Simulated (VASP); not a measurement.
Output of a VASP run:

**OUTCAR**
```
 ion  position               nearest neighbor table
   1  0.333  0.667  0.250-   2 2.68   2 2.68   2 2.68   2 2.68   2 2.68   2 2.68
   2  0.667  0.333  0.750-   1 2.68   1 2.68   1 2.68   1 2.68   1 2.68   1 2.68
  LATTYP: Found a hexagonal cell.
 ALAT       =     2.7413580976
 C/A-ratio  =     1.5756603799
 Subroutine PRICEL returns:
 Original cell was already a primitive cell.
 Subroutine GETGRP returns: Found 24 space group operations
The static configuration has the point symmetry D_3d.
 The point group associated with its full space group is D_6h.
The dynamic configuration has the point symmetry D_3d.
 Subroutine INISYM returns: Found 24 space group operations
 Subroutine IBZKPT returns following result:
 Found    120 irreducible k-points:

 Following reciprocal coordinates:
            Coordinates               Weight
  0.000000  0.000000  0.000000      1.000000
  0.071429  0.000000  0.000000      6.000000
  0.142857  0.000000  0.000000      6.000000
  0.214286 -0.000000  0.000000      6.000000
  0.285714 -0.000000  0.000000      6.000000
  0.357143  0.000000  0.000000      6.000000
  0.428571 -0.000000  0.000000      6.000000
  0.500000 -0.000000  0.000000      3.000000
  0.071429  0.071429  0.000000      6.000000
  0.142857  0.071429  0.000000     12.000000
  0.214286  0.071429  0.000000     12.000000
  0.285714  0.071429  0.000000     12.000000
  0.357143  0.071429  0.000000     12.000000
  0.428571  0.071429  0.000000     12.000000
  0.142857  0.142857  0.000000      6.000000
  0.214286  0.142857  0.000000     12.000000
  0.285714  0.142857  0.000000     12.000000
  0.357143  0.142857  0.000000     12.000000
  0.428571  0.142857  0.000000      6.000000
  0.214286  0.214286  0.000000      6.000000
  0.285714  0.214286  0.000000     12.000000
  0.357143  0.214286  0.000000     12.000000
  0.285714  0.285714  0.000000      6.000000
  0.357143  0.285714  0.000000      6.000000
  0.000000  0.000000  0.125000      2.000000
  0.071429  0.000000  0.125000     12.000000
  0.142857  0.000000  0.125000     12.000000
  0.214286 -0.000000  0.125000     12.000000
  0.285714 -0.000000  0.125000     12.000000
  0.357143  0.000000  0.125000     12.000000
  0.428571 -0.000000  0.125000     12.000000
  0.500000 -0.000000  0.125000      6.000000
  0.071429  0.071429  0.125000     12.000000
  0.142857  0.071429  0.125000     24.000000
  0.214286  0.071429  0.125000     24.000000
  0.285714  0.071429  0.125000     24.000000
  0.357143  0.071429  0.125000     24.000000
  0.428571  0.071429  0.125000     24.000000
  0.142857  0.142857  0.125000     12.000000
  0.214286  0.142857  0.125000     24.000000
   k-points           NKPTS =    120   k-points in BZ     NKDIM =    120   number of bands    NBANDS=     12
   number of dos      NEDOS =    301   number of ions     NIONS =      2
   total plane-waves  NPLWV =  12800
   dimension x,y,z NGX =    20 NGY =   20 NGZ =   32
   dimension x,y,z NGXF=    40 NGYF=   40 NGZF=   64
   ions per type =               2
   PREC   = accura    normal or accurate (medium, high low for compatibility)
   ISTART =      0    job   : 0-new  1-cont  2-samecut
   ICHARG =      2    charge: 1-file 2-atom 10-const
   ISPIN  =      1    spin polarized calculation?
   LNONCOLLINEAR =      F non collinear calculations
   LSORBIT =      F    spin-orbit coupling
   INIWAV =      1    electr: 0-lowe 1-rand  2-diag
   ENCUT  =  480.0 eV  35.28 Ry    5.94 a.u.   4.90  4.90  7.72*2*pi/ulx,y,z
   NELM   =    100;   NELMIN=  2; NELMDL= -5     # of ELM steps
   EDIFF  = 0.1E-06   stopping-criterion for ELM
   LREAL  =      F    real-space projection
   NLSPLINE    = F    spline interpolate recip. space projectors
   LMAXMIX     =    6 max onsite mixed and CHGCAR
   VOSKOWN=      0    Vosko Wilk Nusair interpolation
   EDIFFG = 0.1E-05   stopping-criterion for IOM
   NSW    =      0    number of steps for IOM
...
```

### OSZICAR
```
       N       E                     dE             d eps       ncg     rms          rms(c)
DAV:   1     0.962232448852E+02    0.96223E+02   -0.73556E+03  2880   0.121E+03
DAV:   2    -0.173708249775E+02   -0.11359E+03   -0.10317E+03  3076   0.387E+02
DAV:   3    -0.237439119489E+02   -0.63731E+01   -0.59286E+01  3464   0.745E+01
DAV:   4    -0.238988090257E+02   -0.15490E+00   -0.15356E+00  3088   0.115E+01
DAV:   5    -0.239006951002E+02   -0.18861E-02   -0.18852E-02  3356   0.105E+00    0.232E+01
DAV:   6    -0.228157790392E+02    0.10849E+01   -0.11690E+00  3096   0.996E+00    0.106E+01
DAV:   7    -0.224910481061E+02    0.32473E+00   -0.83877E-01  3276   0.827E+00    0.468E-01
DAV:   8    -0.224852635295E+02    0.57846E-02   -0.76128E-03  2936   0.719E-01    0.282E-01
DAV:   9    -0.224831274933E+02    0.21360E-02   -0.14882E-03  3124   0.461E-01    0.569E-02
DAV:  10    -0.224831657994E+02   -0.38306E-04   -0.62288E-05  3164   0.791E-02    0.999E-03
DAV:  11    -0.224831344729E+02    0.31327E-04   -0.70877E-06  2984   0.317E-02    0.887E-04
DAV:  12    -0.224831338896E+02    0.58329E-06   -0.13213E-07  2412   0.385E-03    0.920E-04
DAV:  13    -0.224831337234E+02    0.16617E-06   -0.98275E-09  1532   0.101E-03    0.208E-04
DAV:  14    -0.224831336917E+02    0.31670E-07   -0.27229E-09  1492   0.643E-04
   1 F= -.22483134E+02 E0= -.22482693E+02  d E =-.132252E-02
```

### OUTCAR
```
------------------------ aborting loop because EDIFF is reached ----------------------------------------
  FORCE on cell =-STRESS in cart. coord.  units (eV):
  Direction    XX          YY          ZZ          XY          YZ          ZX
  --------------------------------------------------------------------------------------
  Total        1.1053026      1.1053023      1.1916276      0.0000000      0.0000000      0.0000000
  in kB       62.9942909     62.9942717     67.9141932      0.0000000      0.0000000      0.0000000
  external PRESSURE =      64.6342519 kB  Pullay stress =       0.0000000 kB
  volume of cell :       28.11
      direct lattice vectors                 reciprocal lattice vectors
     1.370679205 -2.374085663  0.000000000     0.364782655 -0.210607396  0.000000000
     1.370679205  2.374085663  0.000000000     0.364782655  0.210607396  0.000000000
     0.000000000  0.000000000  4.319449341     0.000000000  0.000000000  0.231510992
 POSITION                                       TOTAL-FORCE (eV/Angst)
 -----------------------------------------------------------------------------------
      1.37068      0.79136      1.07986         0.000000      0.000000      0.000000
      1.37068     -0.79136      3.23959        -0.000000     -0.000000      0.000000
 -----------------------------------------------------------------------------------
    total drift:                                0.000000      0.000022     -0.000020
  FREE ENERGIE OF THE ION-ELECTRON SYSTEM (eV)
  ---------------------------------------------------
  free  energy   TOTEN  =       -22.4831336917 eV

  energy  without entropy=      -22.4818111672  energy(sigma->0) =      -22.48269285
```
(Selected blocks of OUTCAR.)

File POSCAR:
```
Os
1
    1.3706792048    -2.3740856633     0.0000000000
    1.3706792048     2.3740856633     0.0000000000
    0.0000000000     0.0000000000     4.3194493414
Os
2
Direct
  0.3333330000   0.6666670000   0.2500000000
  0.6666670000   0.3333330000   0.7500000000
```

Question: Reconstruct the remaining input files.

Answer: One answer among several that fit: the input of the run itself, PBE GGA, plane waves, VASP's PBE PAW potentials (set 64).

### INCAR
```
SYSTEM = Os
ISIF = 2   # forces and stress, cell fixed
GGA = PE   # PBE
PREC = Accurate
LWAVE = F
LASPH = T
LMAXMIX = 6   # l cut-off of mixed one-centre charges
NELM = 100   # most electronic steps
ISMEAR = 1
LREAL = F
ALGO = Normal   # blocked Davidson
SIGMA = 0.1   # width (eV)
LCHARG = F
ENCUT = 480   # plane-wave cut-off (eV)
EDIFF = 1E-7   # SCF stop (eV)
```

**KPOINTS**
```
Automatic mesh
0
Gamma
14 14 8
0 0 0
```

POTCAR, in this order: Os (PBE.64 set). Program: vasp_std.

The compound is Os in the hcp structure. This cell was strained or had an atom moved on purpose.
